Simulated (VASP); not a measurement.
Given:

```
IrO2
1.0
    4.51131     0.00000     0.00000
    0.00000     4.51131     0.00000
    0.00000     0.00000     3.18772
Ir O
2 4
Direct
  0.00000   0.00000   0.00000
  0.50000   0.50000   0.50000
  0.30870   0.30870   0.00000
  0.80870   0.19130   0.50000
  0.19130   0.80870   0.50000
  0.69130   0.69130   0.00000
```

All values below come from optB86b-vdW, VASP's PBE PAW potentials (set 64) (plane waves; VASP). Settings: 520 eV cut-off, 8×8×11 Γ-centred mesh, tetrahedra with Blöchl corrections, potentials Ir O.

The cores are frozen, which limits the accuracy of field gradients.

**Question.** Give the principal components of the electric field gradient (V/Å²) and the asymmetry η at each nucleus.

**Answer.** 
```csv
atom,Vxx,Vyy,Vzz,η
Ir1,-180.7,-23.4,204.2,0.77
Ir2,-180.7,-23.4,204.2,0.77
O3,55.7,41.6,-97.4,0.14
O4,55.7,41.6,-97.4,0.14
O5,55.7,41.6,-97.4,0.14
O6,55.7,41.6,-97.4,0.14
```

The compound is IrO2 in the rutile structure. It was relaxed first.
